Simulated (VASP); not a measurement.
# Sn2C (P-3m1) in VASP: single point with PBE

Aim: the single point of Sn2C with PBE.

All numbers are computed with VASP 6.6.1; they aren't measurements. Logs are shortened: lines on timing, memory, paths and dates and some standing lists are left out, and cuts for length are marked.

## 1. The crystal as given

Symmetry: P-3m1, No. 164, trigonal system. The conventional cell has a = 3.506 Å, b = 3.506 Å, c = 11.747 Å, α = 90.00°, β = 90.00°, γ = 120.00°. Around Sn (site symmetry 3m) lie 3 C at 2.32 Å. Sn (site symmetry 3m) is surrounded by 12 Sn at 3.33 to 3.51 Å. C (site symmetry 3m) has 1 C at 1.39 Å as nearest neighbours.

The cell was built by a generator and needn't be a form met in nature.

## 2. Single point, PBE

INCAR reads:

```
PREC = Normal
ENCUT = 520
EDIFF = 1E-5
ISMEAR = 0
SIGMA = 0.15
LREAL = Auto
LASPH = True
NELM = 80
ALGO = Fast
ISIF = 2
LWAVE = False
LCHARG = False
GGA = PE
```

KPOINTS reads:

```
Automatic mesh
0
Gamma
  7 7 2
```

POSCAR reads:

```
Sn2C
1.0
    3.5059120000      0.0000000000      0.0000000000
   -3.5059120000      6.0724180000      0.0000000000
    0.0000000000      0.0000000000     11.7468600000
Sn C
8 4
Direct
    0.3333330000      0.3333335000      0.1559750000
    0.3333330000      0.8333335000      0.1559750000
    0.6666670000      0.1666665000      0.8440250000
    0.6666670000      0.6666665000      0.8440250000
    0.6666670000      0.1666665000      0.3814030000
    0.6666670000      0.6666665000      0.3814030000
    0.3333330000      0.3333335000      0.6185970000
    0.3333330000      0.8333335000      0.6185970000
    0.0000000000      0.0000000000      0.0589650000
    0.0000000000      0.5000000000      0.0589650000
    0.0000000000      0.0000000000      0.9410350000
    0.0000000000      0.5000000000      0.9410350000
```

Potentials or basis: VASP PAW PBE potentials, release 64 (Sn_d, C).

Launch:

```bash
cat potpaw_PBE.64/Sn_d/POTCAR potpaw_PBE.64/C/POTCAR > POTCAR
mpirun -np 1 vasp_std > vasp.out
```

OUTCAR:

```text
PREC = Normal
   ENCUT = 520
   EDIFF = 1E-5
   ISMEAR = 0
   LREAL = Auto
   LASPH = True
   NELM = 80
   ISIF = 2
   GGA = PE

 ion  position               nearest neighbor table
   1  0.333  0.333  0.156-  10 2.32  10 2.32   9 2.32   5 3.33   6 3.33   5 3.33   2 3.51   2 3.51
                             2 3.51   2 3.51
   2  0.333  0.833  0.156-   9 2.32   9 2.32  10 2.32   6 3.33   5 3.33   6 3.33   1 3.51   1 3.51
                             1 3.51   1 3.51
   3  0.667  0.167  0.844-  11 2.32  11 2.32  12 2.32   7 3.33   8 3.33   7 3.33   4 3.51   4 3.51
                             4 3.51   4 3.51
   4  0.667  0.667  0.844-  12 2.32  12 2.32  11 2.32   8 3.33   7 3.33   8 3.33   3 3.51   3 3.51
                             3 3.51   3 3.51
   5  0.667  0.167  0.381-   1 3.33   2 3.33   1 3.33   7 3.44   8 3.44   7 3.44   6 3.51   6 3.51
                             6 3.51   6 3.51
   6  0.667  0.667  0.381-   2 3.33   1 3.33   2 3.33   8 3.44   7 3.44   8 3.44   5 3.51   5 3.51
                             5 3.51   5 3.51
   7  0.333  0.333  0.619-   3 3.33   4 3.33   3 3.33   5 3.44   6 3.44   5 3.44   8 3.51   8 3.51
                             8 3.51   8 3.51
   8  0.333  0.833  0.619-   4 3.33   3 3.33   4 3.33   6 3.44   5 3.44   6 3.44   7 3.51   7 3.51
                             7 3.51   7 3.51
   9  0.000  0.000  0.059-  11 1.39   2 2.32   2 2.32   1 2.32
  10  0.000  0.500  0.059-  12 1.39   1 2.32   1 2.32   2 2.32
  11  0.000  0.000  0.941-   9 1.39   3 2.32   3 2.32   4 2.32
  12  0.000  0.500  0.941-  10 1.39   4 2.32   4 2.32   3 2.32

  LATTYP: Found a simple orthorhombic cell.
 ALAT       =     3.5059120000
 B/A-ratio  =     1.7320508900
 C/A-ratio  =     3.3505860957

  Lattice vectors:

 A1 = (   3.5059120000,   0.0000000000,   0.0000000000)
 A2 = (   0.0000000000,   6.0724180000,   0.0000000000)
 A3 = (   0.0000000000,   0.0000000000,  11.7468600000)

Analysis of symmetry for initial positions (statically):
=====================================================================
 Subroutine PRICEL returns following result:

  LATTYP: Found a hexagonal cell.
 ALAT       =     3.5059120000
 C/A-ratio  =     3.3505860957

  Lattice vectors:

 A1 = (   3.5059120000,   0.0000000000,   0.0000000000)
 A2 = (  -1.7529560000,   3.0362090000,   0.0000000000)
 A3 = (   0.0000000000,   0.0000000000,  11.7468600000)

   2 primitive cells build up your supercell.

 Routine SETGRP: Setting up the symmetry group for a
 simple orthorhombic supercell.

 Subroutine GETGRP returns: Found  4 space group operations
 (whereof  4 operations were pure point group operations)
 out of a pool of  8 trial point group operations.

The static configuration has the point symmetry C_2h.

Analysis of symmetry for dynamics (positions and initial velocities):
=====================================================================
 Subroutine PRICEL returns following result:

  LATTYP: Found a hexagonal cell.
 ALAT       =     3.5059120000
 C/A-ratio  =     3.3505860957

  Lattice vectors:

 A1 = (   3.5059120000,   0.0000000000,   0.0000000000)
 A2 = (  -1.7529560000,   3.0362090000,   0.0000000000)
 A3 = (   0.0000000000,   0.0000000000,  11.7468600000)

   2 primitive cells build up your supercell.

 Routine SETGRP: Setting up the symmetry group for a
 simple orthorhombic supercell.

 Subroutine GETGRP returns: Found  4 space group operations
 (whereof  4 operations were pure point group operations)
 out of a pool of  8 trial point group operations.

The dynamic configuration has the point symmetry C_2h.

 Subroutine INISYM returns: Found  4 space group operations
 (whereof  4 operations are pure point group operations),
 and found     2 'primitive' translations

----------------------------------------------------------------------------------------

                                     Primitive cell

  volume of cell :     125.0416

  direct lattice vectors                    reciprocal lattice vectors
     3.505912000  0.000000000  0.000000000     0.285232487  0.164679045  0.000000000
    -1.752956000  3.036209000  0.000000000     0.000000000  0.329358091  0.000000000
     0.000000000  0.000000000 11.746860000     0.000000000  0.000000000  0.085129132

  length of vectors
     3.505912000  3.505912125 11.746860000     0.329358103  0.329358091  0.085129132

  position of ions in fractional coordinates (direct lattice)
     0.333333000  0.666667000  0.155975000
     0.666667000  0.333333000  0.844025000
     0.666667000  0.333333000  0.381403000
     0.333333000  0.666667000  0.618597000
     0.000000000  0.000000000  0.058965000
     0.000000000  0.000000000  0.941035000

  ion indices of the primitive-cell ions
   primitive index   ion index
                 1           1
                 2           3
                 3           5
                 4           7
                 5          10
                 6          12

----------------------------------------------------------------------------------------

 KPOINTS: Automatic mesh

Automatic generation of k-mesh.
 Grid dimensions read from file:
 generate k-points for:    7    7    2

 Generating k-lattice:

  Cartesian coordinates                     Fractional coordinates (reciprocal lattice)
     0.040747498  0.023525578  0.000000000     0.142857143  0.000000000  0.000000000
     0.000000000  0.023525578  0.000000000     0.000000000  0.142857143  0.000000000
     0.000000000  0.000000000  0.042564566     0.000000000  0.000000000  0.500000000

  Length of vectors
     0.047051158  0.023525578  0.042564566

  Shift w.r.t. Gamma in fractional coordinates (k-lattice)
     0.000000000  0.000000000  0.000000000

 Subroutine IBZKPT returns following result:
 ===========================================

 Found     32 irreducible k-points:

 Following reciprocal coordinates:
            Coordinates               Weight
  0.000000  0.000000  0.000000      1.000000
  0.142857  0.000000  0.000000      4.000000
  0.285714  0.000000  0.000000      4.000000
  0.428571  0.000000  0.000000      4.000000
  0.000000  0.142857  0.000000      2.000000
  0.142857  0.142857  0.000000      4.000000
[... 16 lines left out ...]
  0.285714  0.142857  0.500000      4.000000
 -0.428571  0.142857  0.500000      4.000000
 [... further k-points ...]
   k-points           NKPTS =     32   k-points in BZ     NKDIM =     32   number of bands    NBANDS=     76
   number of dos      NEDOS =    301   number of ions     NIONS =     12
   total plane-waves  NPLWV =  56000
   dimension x,y,z NGX =    20 NGY =   40 NGZ =   70
   dimension x,y,z NGXF=    40 NGYF=   80 NGZF=  140
   ions per type =               8   4
   NGX,Y,Z   is equivalent  to a cutoff of   9.48,  9.48,  9.91 a.u.
   NGXF,Y,Z  is equivalent  to a cutoff of  18.97, 18.97, 19.81 a.u.
 SYSTEM =  unknown system
   PREC   = normal    normal or accurate (medium, high low for compatibility)
   ISTART =      0    job   : 0-new  1-cont  2-samecut
   ICHARG =      2    charge: 1-file 2-atom 10-const
   ISPIN  =      1    spin polarized calculation?
   LNONCOLLINEAR =      F non collinear calculations
   LSORBIT =      F    spin-orbit coupling
   LASPH  =      T    aspherical Exc in radial PAW
   ENCUT  =  520.0 eV  38.22 Ry    6.18 a.u.   6.52 13.04 21.84*2*pi/ulx,y,z
   NELM   =     80;   NELMIN=  2; NELMDL= -5     # of ELM steps
   EDIFF  = 0.1E-04   stopping-criterion for ELM
   LREAL  =      T    real-space projection
   EDIFFG = 0.1E-03   stopping-criterion for IOM
   NSW    =      0    number of steps for IOM
   IBRION =     -1    ionic relax: 0-MD 1-quasi-New 2-CG
   NFREE  =      0    steps in history (QN), initial steepest desc. (CG)
   ISIF   =      2    stress and relaxation
   ISYM   =      2    0-nonsym 1-usesym 2-fastsym
   POTIM  = 0.5000    time-step for ionic-motion
   TEBEG  =    0.0;   TEEND  =   0.0 temperature during run
   PSTRESS=    0.0 pullay stress
   NELECT =     128.0000    total number of electrons
   NUPDOWN=      -1.0000    fix difference up-down
   EMIN   =  10.00;   EMAX   =-10.00  energy-range for DOS
   EFERMI =   0.00;   METHOD = LEGACY
   ISMEAR =     0;   SIGMA  =   0.15  broadening in eV -4-tet -1-fermi 0-gaus
   EFERMI_NEDOS =   21; number of points for ismear=-14 and -15
   IALGO  =     68    algorithm
   IMIX   =      4    mixing-type and parameters
     AMIX     =   0.40;   BMIX     =  1.00
     AMIX_MAG =   1.60;   BMIX_MAG =  1.00
  volume/ion in A,a.u.               =      20.84       140.64
  Fermi-wavevector in a.u.,A,eV,Ry     =   1.309534  2.474660 23.332337  1.714878
  Thomas-Fermi vector in A             =   2.440126
   LORBIT       =      0    0 simple, 1 ext, 2 COOP (PROOUT), +10 PAW based schemes
   GGA     = PE    functional components
   LHFCALC =     F    Hartree Fock is set to
   AEXX    =    0.0000 exact exchange contribution
   IVDW    =     0    specifies the selected vdW correction
   LEPSILON=     F    determine dielectric tensor
   LRPA    =     F    only Hartree local field effects (RPA)
 non-spin polarized calculation
 RMM-DIIS sequential band-by-band and
 Gauss-broadening in eV      SIGMA  =   0.15
  energy-cutoff  :      520.00
  volume of cell :      250.08
 maximum number of plane-waves:      6770
   NGX = 13   NGY = 27   NGZ = 43

 number of electron     127.9999919 magnetization

 Free energy of the ion-electron system (eV)
  ---------------------------------------------------
  ext. energy  EPLUGINS =         0.00000000
  ---------------------------------------------------
  free energy    TOTEN  =       -60.58721833 eV

  energy without entropy =      -60.54334983  energy(sigma->0) =      -60.56528408

 E-fermi :   7.8017     XC(G=0): -10.4177

 val. band max:        7.7624041068   @ k =  -0.4286   0.4286   0.5000
 cond. band min:       7.8203289988   @ k =   0.0000   0.2857   0.0000
 fundamental gap:      0.0579248920
 Fermi energy:         7.8017069501

 k-point     1 :       0.0000    0.0000    0.0000
  band No.  band energies     occupation
      1     -13.8910      2.00000
      2     -13.8726      2.00000
      3     -13.8134      2.00000
      4     -13.8131      2.00000
      5     -13.8100      2.00000
      6     -13.8098      2.00000
[... 68 lines left out ...]
     75      12.8424      0.00000
     76      13.3280      0.00000

 k-point     2 :       0.1429    0.0000    0.0000
  band No.  band energies     occupation
      1     -13.8737      2.00000
      2     -13.8523      2.00000
      3     -13.8270      2.00000
      4     -13.8205      2.00000
      5     -13.8038      2.00000
      6     -13.7959      2.00000
[... 68 lines left out ...]
     75      11.8261      0.00000
     76      12.2403      0.00000

 k-point     3 :       0.2857    0.0000    0.0000
  band No.  band energies     occupation
      1     -13.8630      2.00000
      2     -13.8598      2.00000
      3     -13.8477      2.00000
      4     -13.8361      2.00000
      5     -13.8039      2.00000
      6     -13.7931      2.00000
[... 1648 lines left out ...]
     75      11.6585      0.00000
     76      11.7927      0.00000

 k-point    24 :      -0.4286    0.1429    0.5000
  band No.  band energies     occupation
      1     -13.8787      2.00000
      2     -13.8767      2.00000
      3     -13.8615      2.00000
      4     -13.8555      2.00000
      5     -13.8002      2.00000
      6     -13.7971      2.00000
[... 68 lines left out ...]
     75      11.3149      0.00000
     76      11.9451      0.00000

 [... further k-points ...]

------------------------ aborting loop because EDIFF is reached ----------------------------------------

  FORCE on cell =-STRESS in cart. coord.  units (eV):
  Direction    XX          YY          ZZ          XY          YZ          ZX
  --------------------------------------------------------------------------------------
  -------------------------------------------------------------------------------------
  Total       -0.1112455      0.0886894      0.1340497      0.0000000     -0.0228005      0.0000000
  in kB       -0.7127029      0.5681958      0.8587999      0.0000000     -0.1460734      0.0000000
  external PRESSURE =       0.2380976 kB  Pullay stress =       0.0000000 kB

 VOLUME and BASIS-vectors are now :
 -----------------------------------------------------------------------------
  energy-cutoff  :      520.00
  volume of cell :      250.08
      direct lattice vectors                 reciprocal lattice vectors
     3.505912000  0.000000000  0.000000000     0.285232487  0.164679045  0.000000000
    -3.505912000  6.072418000  0.000000000     0.000000000  0.164679045  0.000000000
     0.000000000  0.000000000 11.746860000     0.000000000  0.000000000  0.085129132

 POSITION                                       TOTAL-FORCE (eV/Angst)
 -----------------------------------------------------------------------------------
     -0.00000      2.02414      1.83222        -0.000000      0.007221      0.015322
     -1.75296      5.06035      1.83222        -0.000000      0.007221      0.015322
      1.75296      1.01207      9.91464        -0.000000     -0.007221     -0.015322
      0.00000      4.04828      9.91464         0.000000     -0.007221     -0.015322
      1.75296      1.01207      4.48029         0.000000     -0.010672      0.030667
      0.00000      4.04828      4.48029         0.000000     -0.010672      0.030667
     -0.00000      2.02414      7.26657        -0.000000      0.010672     -0.030667
     -1.75296      5.06035      7.26657         0.000000      0.010672     -0.030667
      0.00000      0.00000      0.69265         0.000000     -0.015007     -0.119585
     -1.75296      3.03621      0.69265         0.000000     -0.015007     -0.119585
      0.00000      0.00000     11.05421         0.000000      0.015007      0.119585
     -1.75296      3.03621     11.05421         0.000000      0.015007      0.119585
 -----------------------------------------------------------------------------------
    total drift:                                0.000000     -0.000000      0.000000

  FREE ENERGIE OF THE ION-ELECTRON SYSTEM (eV)
  ---------------------------------------------------
  free  energy   TOTEN  =       -60.5872183350 eV

  energy  without entropy=      -60.5433498322  energy(sigma->0) =      -60.56528408
```

Run time: 3.1 min. Hardware: 1 thread of Intel Xeon 6975P-C (Granite Rapids), shared host; peak memory 0.47 GiB.

What came out:

- Free energy: -60.5872 eV
- Pressure: 0.0 GPa
- Largest force: 0.121 eV/Å
- Band gap on the k mesh: none (metal or under the smearing width)

Forces on the atoms (eV/Å):
```
Sn   0.000  0.007  0.015
Sn   0.000  0.007  0.015
Sn   0.000 -0.007 -0.015
Sn   0.000 -0.007 -0.015
Sn   0.000 -0.011  0.031
Sn   0.000 -0.011  0.031
Sn   0.000  0.011 -0.031
Sn   0.000  0.011 -0.031
C    0.000 -0.015 -0.120
C    0.000 -0.015 -0.120
C    0.000  0.015  0.120
C    0.000  0.015  0.120
```
